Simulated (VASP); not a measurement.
Data:

```xyz
1
Lattice="0.0000 2.5890 2.5890 2.5890 0.0000 2.5890 2.5890 2.5890 0.0000" Properties=species:S:1:pos:R:3 pbc="T T T"
Yb     0.0000     0.0000     0.0000
```

Method: vdW-DF-cx, VASP's PBE PAW potentials (set 64) (plane waves; VASP 6.6.1). Numerical set-up: 520 eV cut-off, 9×9×9 Γ-centred mesh, Gaussian smearing of 0.050 eV, potentials Yb_2.

The 4f electrons are frozen in the core of the lanthanide potential, so 4f levels, which can set the real gap, and their magnetism are missing.

Give the stress tensor in GPa (positive for a compressed cell).

```
1.45  0.00  0.00
0.00  1.45  0.00
0.00  0.00  1.45
```
The pressure is its mean diagonal, 1.45 GPa.

The compound is Yb in the fcc structure. This cell is one point of a volume scan, at 0.94 of the reference volume.
